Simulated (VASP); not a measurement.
Computed with revPBE GGA, VASP's PBE PAW potentials (set 64) (plane waves; VASP).

A VASP calculation is set up with these files.

### INCAR
```
! general
SYSTEM =KBr
PREC   =Accurate
ENCUT  =520
LREAL  =.False.
LASPH  =.True.

! electronic loop
EDIFF  =1E-7
NELM   =100
ALGO   =Normal
LMAXMIX=4

! smearing
ISMEAR =0
SIGMA  =0.05

! functional
GGA    =RE

! ions
ISIF   =2

! output
LWAVE  =.False.
LCHARG =.False.
```

File KPOINTS:
```
Automatic mesh
0
Gamma
7 7 7
0 0 0
```

File POSCAR:
```
KBr
1
    0.0000000000     3.3762210167     3.3762210167
    3.3762210167     0.0000000000     3.3762210167
    3.3762210167     3.3762210167     0.0000000000
K Br
1 1
Direct
  0.0000000000   0.0000000000   0.0000000000
  0.5000000000   0.5000000000   0.5000000000
```

POTCAR, in this order: K_sv Br (PBE.64 set). Program: vasp_std.

**Question.** Predict the energy per atom (σ→0), band gap (on the k-mesh).

**Answer.** 
```json
{
 "energy per atom (σ→0)": "-285.0 kJ/mol-atom",
 "band gap (on the k-mesh)": "4.55 eV"
}
```

File OSZICAR:
```
...
DAV:   9    -0.590728504352E+01   -0.16356E-02   -0.16881E-03   628   0.289E-01    0.990E-02
DAV:  10    -0.590824464005E+01   -0.95960E-03   -0.14171E-03   544   0.277E-01    0.234E-02
DAV:  11    -0.590826578298E+01   -0.21143E-04   -0.50397E-05   692   0.459E-02    0.892E-03
DAV:  12    -0.590827607420E+01   -0.10291E-04   -0.15443E-05   560   0.325E-02    0.708E-03
DAV:  13    -0.590827719555E+01   -0.11213E-05   -0.19813E-06   616   0.904E-03    0.146E-03
DAV:  14    -0.590827752083E+01   -0.32528E-06   -0.83501E-07   548   0.701E-03    0.807E-04
DAV:  15    -0.590827752834E+01   -0.75174E-08   -0.18161E-08   468   0.107E-03
   1 F= -.59082775E+01 E0= -.59082775E+01  d E =-.340341E-19
```

The compound is KBr in the rock salt structure. This cell is one point of a volume scan, at 0.94 of the reference volume.
